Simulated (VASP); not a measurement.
Set up this calculation in VASP 6.6.1, as the native input.

```
Task                   : single point
Functional             : PBE
Potentials or basis    : VASP PAW PBE potentials, release 64 (Al)
Cutoff                 : 520 eV
k mesh                 : 5 × 5 × 1
Occupations            : gaussian, width 0.1 eV
Spin                   : no spin polarisation
Dipole correction      : yes
Further INCAR settings : ALGO = Normal; EDIFF = 1e-07; NBANDS = 30
```

The structure of Al lies in POSCAR:

```
Al
1.0
    5.7143028096      0.0000000000      0.0000000000
    0.0000000000      5.7143028096      0.0000000000
    0.0000000000      0.0000000000     19.6750228481
Al
12
Direct
    0.2500000000      0.2500000000      0.2033034488
    0.2500000000      0.7500000000      0.2033034488
    0.7500000000      0.2500000000      0.2033034488
    0.7500000000      0.7500000000      0.2033034488
    0.0000000000      0.0000000000      0.3092772432
    0.0000000000      0.5000000000      0.3092772432
    0.5000000000      0.0000000000      0.3092772432
    0.5000000000      0.5000000000      0.3092772432
    0.2500000000      0.2500000000      0.4155025847
    0.2500000000      0.7500000000      0.4155025847
    0.7500000000      0.2500000000      0.4155025847
    0.7500000000      0.7500000000      0.4155025847
```

The cell isn't the ideal one: the clean substrate in the cell of the map.

One way to write it, as run:

INCAR

```
SYSTEM = Al
ALGO     = Normal         ! electronic algorithm
DIPOL    = 0.5 0.5 0.309
EDIFF    = 1E-7           ! SCF threshold, eV
ENCUT    = 520            ! plane-wave cutoff, eV
GGA      = PE             ! functional
IDIPOL   = 3            
ISIF     = 2              ! what is computed and relaxed
ISMEAR   = 0              ! smearing method
LASPH    = .True.         ! aspherical terms in the spheres
LCHARG   = .True.         ! write CHGCAR
LDIPOL   = .True.       
LELF     = .True.         ! ELF
LREAL    = .False.        ! projectors in reciprocal space
LVACPOTAV= .True.       
LVHAR    = .True.       
LWAVE    = .False.        ! write WAVECAR
NBANDS   = 30             ! bands
NELM     = 100            ! most SCF steps
PREC     = Accurate       ! precision mode
SIGMA    = 0.1            ! smearing width, eV
```

KPOINTS

```
k-points
0
Gamma
  5 5 1
  0 0 0
```

Potentials or basis: VASP PAW PBE potentials, release 64 (Al).

Launch:

```sh
$ cat potpaw_PBE.64/Al/POTCAR > POTCAR
$ mpirun -np 1 vasp_std > vasp.out
```

Results of the run:

The largest force is 0.031 eV/Å. The band gap on the k mesh is none (metal or under the smearing width), the work function of the upper face is 4.51 eV and the work function of the lower face is 4.51 eV.

It took 4.3 min on 1 thread of Intel(R) Xeon(R) Platinum 8488C (Sapphire Rapids) (shared host), peak memory 0.57 GiB.
